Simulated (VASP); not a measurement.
A run of VASP 6.6.1 is set up as follows.

The input run.py:

```python
from ase.calculators.vasp import Vasp
from ase.dft.bandgap import bandgap
from ase.io import read

atoms = read('Na4SrCaSi2.cif', primitive_cell=True, subtrans_included=False)
calc = Vasp(
    directory='calc',
    xc='pbesol',
    pp='PBE',
    setups='minimal',
    prec='Accurate',
    encut=500,
    ediff=1e-07,
    ismear=0,
    sigma=0.1,
    lreal=False,
    lasph=True,
    nelm=80,
    algo='Normal',
    isif=2,
    lwave=False,
    lcharg=False,
    kpts=[5, 5, 4],
    gamma=True,
)
atoms.calc = calc

print('energy (eV):', atoms.get_potential_energy())
print('free energy (eV):', atoms.get_potential_energy(force_consistent=True))
print('forces (eV/A):')
print(atoms.get_forces())
print('stress (eV/A^3, Voigt):', atoms.get_stress())
print('Fermi level (eV):', calc.get_fermi_level())
gap, top, bottom = bandgap(calc)
print('band gap (eV):', gap, 'from (spin, k, band)', top, 'to', bottom)
```

Na4SrCaSi2.cif

```cif
data_Na4SrCaSi2
_cell_length_a 5.29914300
_cell_length_b 5.29914300
_cell_length_c 7.43170800
_cell_angle_alpha 90.00000000
_cell_angle_beta 90.00000000
_cell_angle_gamma 90.00000000
_space_group_name_H-M_alt 'P-4m2'
_space_group_name_Hall 'P -4 -2'
_space_group_IT_number 115
loop_
_space_group_symop_operation_xyz
'x,y,z'
'y,-x,-z'
'-x,-y,z'
'-y,x,-z'
'-x,y,z'
'-y,-x,-z'
'x,-y,z'
'y,x,-z'
loop_
_atom_site_label
_atom_site_type_symbol
_atom_site_symmetry_multiplicity
_atom_site_Wyckoff_symbol
_atom_site_fract_x
_atom_site_fract_y
_atom_site_fract_z
_atom_site_occupancy
Sr1 Sr 1 a 0.0000000000 0.0000000000 0.0000000000 1
Ca1 Ca 1 c 0.5000000000 0.5000000000 0.5000000000 1
Si1 Si 2 g 0.0000000000 0.5000000000 0.2576830000 1
Na1 Na 1 d 0.0000000000 0.0000000000 0.5000000000 1
Na2 Na 1 b 0.5000000000 0.5000000000 0.0000000000 1
Na3 Na 2 g 0.0000000000 0.5000000000 0.7431210000 1
```

Potentials or basis: VASP PAW PBE potentials, release 64 (Sr_sv, Ca_pv, Si, Na).

Command:

```bash
$ python run.py
```

**Question.** Estimate the band gap on the k mesh.

**Answer.** 0.12 eV, indirect (least direct gap 0.25 eV).

**Question.** Predict the pressure.

**Answer.** -0.9 GPa.

Forces in eV/Å, atoms in the order of the input:
```
Sr   0.000  0.000  0.000
Ca   0.000  0.000  0.000
Si   0.000  0.000  0.034
Si   0.000  0.000 -0.034
Na   0.000  0.000  0.000
Na   0.000  0.000  0.000
Na   0.000  0.000 -0.100
Na   0.000  0.000  0.100
```

Caveat: the PAW data sets were made with another functional, which shifts forces and pressure a little; an odd mesh through Γ misses points on the zone boundary, where band edges often lie.
